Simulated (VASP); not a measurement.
Computed with PBEsol GGA, VASP's PBE PAW potentials (set 64) (plane waves; VASP).

Input for VASP

**INCAR**
```
ALGO = Normal
EDIFF = 1E-6
ENCUT = 300
GGA = PS
ISIF = 2
ISMEAR = -1
LASPH = .True.
LCHARG = .False.
LMAXMIX = 4
LREAL = .False.
LWAVE = .False.
NELM = 100
PREC = Accurate
SIGMA = 0.1
SYSTEM = ScCd
```

**KPOINTS**
```
K-points
0
G
1 1 1
0 0 0
```

File POSCAR:
```
ScCd
1
    3.5262600000     0.0000000000     0.0000000000
    0.0000000000     3.5262600000     0.0000000000
    0.0000000000     0.0000000000     3.5262600000
Sc Cd
1 1
Direct
  0.5000000000   0.5000000000   0.5000000000
  0.0000000000   0.0000000000   0.0000000000
```

POTCAR, in this order: Sc_sv Cd (PBE.64 set). Program: vasp_std.

The resulting files:

OSZICAR:
```
       N       E                     dE             d eps       ncg     rms          rms(c)
DAV:   1     0.174879062502E+03    0.17488E+03   -0.91463E+03    30   0.968E+02
DAV:   2    -0.347228343275E+01   -0.17835E+03   -0.17695E+03    37   0.408E+02
DAV:   3    -0.939939325045E+01   -0.59271E+01   -0.58888E+01    30   0.835E+01
DAV:   4    -0.961979722163E+01   -0.22040E+00   -0.21770E+00    44   0.145E+01
DAV:   5    -0.962233969136E+01   -0.25425E-02   -0.25424E-02    38   0.179E+00    0.117E+01
DAV:   6    -0.903395874864E+01    0.58838E+00   -0.16350E+00    45   0.121E+01    0.103E+01
DAV:   7    -0.892057770982E+01    0.11338E+00   -0.18119E-01    38   0.383E+00    0.501E+00
DAV:   8    -0.890472123963E+01    0.15856E-01   -0.73685E-02    30   0.223E+00    0.348E-01
DAV:   9    -0.890448524161E+01    0.23600E-03   -0.24644E-03    44   0.537E-01    0.221E-01
DAV:  10    -0.890454591258E+01   -0.60671E-04   -0.76789E-04    38   0.232E-01    0.562E-02
DAV:  11    -0.890451585342E+01    0.30059E-04   -0.13835E-04    30   0.127E-01    0.183E-02
DAV:  12    -0.890451785314E+01   -0.19997E-05   -0.15226E-05    44   0.245E-02    0.539E-03
DAV:  13    -0.890451763339E+01    0.21975E-06   -0.11251E-06    22   0.105E-02
   1 F= -.89045176E+01 E0= -.87920506E+01  d E =-.224934E+00
```

OUTCAR:
```
------------------------ aborting loop because EDIFF is reached ----------------------------------------
  FORCE on cell =-STRESS in cart. coord.  units (eV):
  Direction    XX          YY          ZZ          XY          YZ          ZX
  --------------------------------------------------------------------------------------
  Total       -3.8171141     -3.8171141     -3.8171141      0.0000000     -0.0000000      0.0000000
  in kB     -139.4770432   -139.4770432   -139.4770432      0.0000000     -0.0000000      0.0000000
  external PRESSURE =    -139.4770432 kB  Pullay stress =       0.0000000 kB
  volume of cell :       43.85
      direct lattice vectors                 reciprocal lattice vectors
     3.526260000  0.000000000  0.000000000     0.283586576  0.000000000  0.000000000
     0.000000000  3.526260000  0.000000000     0.000000000  0.283586576  0.000000000
     0.000000000  0.000000000  3.526260000     0.000000000  0.000000000  0.283586576
 POSITION                                       TOTAL-FORCE (eV/Angst)
 -----------------------------------------------------------------------------------
      1.76313      1.76313      1.76313         0.000000      0.000000      0.000000
      0.00000      0.00000      0.00000         0.000000      0.000000      0.000000
 -----------------------------------------------------------------------------------
    total drift:                               -0.000000      0.000000      0.000000
  FREE ENERGIE OF THE ION-ELECTRON SYSTEM (eV)
  ---------------------------------------------------
  free  energy   TOTEN  =        -8.9045176334 eV

  energy  without entropy=       -8.6795835756  energy(sigma->0) =       -8.79205060
```
(Selected blocks of OUTCAR.)

At this cut-off the stress carries a Pulay error, which pulls relaxed volumes low.

The structure comes from a computed database's ScCd entry (Pm-3m); how it stands against other phases isn't given here. The cell was not relaxed at this level. The k-mesh is coarse (spacing up to 1.78 per Å, 2π included), so the numbers may not be converged in it. The run is one of a series of settings (KPOINTS 1×1×1 Γ-centred mesh against the base run), some of them coarse on purpose. The electron count is odd and the run is not spin-polarised, which forces a metal.
